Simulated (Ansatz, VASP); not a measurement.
**Two plane-wave programs on TaWC2**

INCAR

```
  PREC = Accurate
  ENCUT = 900
  EDIFF = 1E-6
  ISMEAR = -1
  SIGMA = 0.05
  LREAL = False
  LASPH = True
  NELM = 100
  ALGO = Normal
  ISIF = 2
  LWAVE = False
  LCHARG = False
  LMAXMIX = 4
  GGA = PE
  NBANDS = 18
```

File KPOINTS:

```
regular mesh
0
Gamma
  7 7 7
```

The input POSCAR:

```
TaWC2
1.0
    1.5718551461      0.9075109917      5.1016196719
   -1.5718551461      0.9075109917      5.1016196719
    0.0000000000     -1.8150219835      5.1016196719
W Ta C
1 1 2
Direct
    0.0000000000      0.0000000000      0.0000000000
    0.5000000000      0.5000000000      0.5000000000
    0.2509330000      0.2509330000      0.2509330000
    0.7490670000      0.7490670000      0.7490670000
```

The input KPOINTS_OPT:

```
path GLB1,BZGX,QFP1Z,LP
15
line-mode
reciprocal
 0.0000000000  0.0000000000  0.0000000000  G
 0.5000000000  0.0000000000  0.0000000000  L

 0.5000000000  0.0000000000  0.0000000000  L
 0.5000000000  0.1877624847 -0.1877624847  B1

 0.8122375153  0.5000000000  0.1877624847  B
 0.5000000000  0.5000000000  0.5000000000  Z

 0.5000000000  0.5000000000  0.5000000000  Z
 0.0000000000  0.0000000000  0.0000000000  G

 0.0000000000  0.0000000000  0.0000000000  G
 0.3438812424  0.0000000000 -0.3438812424  X

 0.6561187576  0.3438812424  0.0000000000  Q
 0.5000000000  0.5000000000  0.0000000000  F

 0.5000000000  0.5000000000  0.0000000000  F
 0.6561187576  0.6561187576  0.1877624847  P1

 0.6561187576  0.6561187576  0.1877624847  P1
 0.5000000000  0.5000000000  0.5000000000  Z

 0.5000000000  0.0000000000  0.0000000000  L
 0.8122375153  0.3438812424  0.3438812424  P
```

input.yaml

```yaml
crystal:
  lattice:
    - [1.5718551461, 0.9075109917, 5.1016196719]
    - [-1.5718551461, 0.9075109917, 5.1016196719]
    - [0.0, -1.8150219835, 5.1016196719]
  atoms:
    - { symbol: W, position: [0.0, 0.0, 0.0] }
    - { symbol: Ta, position: [0.5, 0.5, 0.5] }
    - { symbol: C, position: [0.250933, 0.250933, 0.250933] }
    - { symbol: C, position: [0.749067, 0.749067, 0.749067] }
hamiltonian:
  xc: pbe
  pseudopotentials: { kind: paw }
kpoints:
  mp_grid: { grid: [7, 7, 7] }
  band_path:
    path:
      - [[0.0, 0.0, 0.0], [0.5, 0.0, 0.0], [0.5, 0.1877624847, -0.1877624847]]
      - [[0.8122375153, 0.5, 0.1877624847], [0.5, 0.5, 0.5], [0.0, 0.0, 0.0], [0.3438812424, 0.0, -0.3438812424]]
      - [[0.6561187576, 0.3438812424, 0.0], [0.5, 0.5, 0.0], [0.6561187576, 0.6561187576, 0.1877624847], [0.5, 0.5, 0.5]]
      - [[0.5, 0.0, 0.0], [0.8122375153, 0.3438812424, 0.3438812424]]
    npoints: 14
scf:
  occupations: { method: fermi_dirac, width: 0.05 }
  n_extra_bands: 10
output:
  forces: true
  stress: true
  eigenvalues: true
  fatbands: false
```

The cell comes from a database or a generator and needn't be the stable form of this composition.

Alike in both runs: task band structure; functional PBE; k mesh 7 × 7 × 7; occupations fermi-dirac, width 0.05 eV; no spin polarisation.

```csv
,VASP,Ansatz
version,VASP 6.6.1,Ansatz 0.2.0
potentials or method,"VASP PAW PBE potentials, release 64 (W, Ta, C)",Ansatz PAW
plane-wave cutoff (eV),900,420
valence electrons in the cell,19,35
```

|  | VASP | Ansatz | Ansatz less VASP |
| --- | --- | --- | --- |
| gap on the k mesh at the Fermi level (eV) | none | none | - |
| pressure (GPa) | -2.9 | -2.5 | +0.43 |
| largest component of the traceless stress (GPa) | 1.41 | 1.39 | -0.020 |
| rms of the force components (eV/Å) | 0.018 | 0.013 | -0.0055 |

Atom by atom the forces differ by 0.005 eV/Å (rms over components). A gap of «none» marks a metal or a gap that the smearing closes. With one functional, cell and mesh, what is left measures potentials, basis and numerics. The two sets of potentials don't hold the same shells in valence.

Caveats: spin-orbit coupling is left out, which moves the levels of the heavy elements; the pressure holds a Pulay correction of +0.3 GPa for the finite cutoff (Ansatz).
